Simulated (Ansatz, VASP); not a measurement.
Two plane-wave programs on CaSc

```
Ca Sc
1.0
     0.00000    3.22668    3.22668
     3.22668    0.00000    3.22668
     3.22668    3.22668    0.00000
Ca Sc
1 1
Cartesian
  0.0000 0.0000 0.0000
  3.2267 3.2267 3.2267
```

Change from the starting cell: species swapped into the CaSe type (Fm-3m, No. 225).

Alike in both runs: task single point; functional PBE; k mesh 6 × 6 × 6; occupations gaussian, width 0.1 eV; collinear spin.

|  | VASP | Ansatz |
| --- | --- | --- |
| version | VASP 6.6.1 | Ansatz 0.2.0 |
| potentials or method | VASP PAW PBE potentials, release 64 (Ca_sv, Sc_sv) | scalar-relativistic, plane waves, PAW |
| plane-wave cutoff (eV) | 520 | 420 |
| valence electrons in the cell | 21 | 21 |

|  | VASP | Ansatz | Ansatz less VASP |
| --- | --- | --- | --- |
| gap on the k mesh at the Fermi level (eV) | none | none | - |
| pressure (GPa) | 0.1 | 0.1 | -0.02 |
| net moment per atom (μB) | 0.14 | 0.14 | +0.001 |
| size of the moment on the site where the two differ most (μB) | 0.03 | 0.04 | +0.013 |

Site moments also hang on the region over which each program counts them. A gap of «none» marks a metal or a gap that the smearing closes.
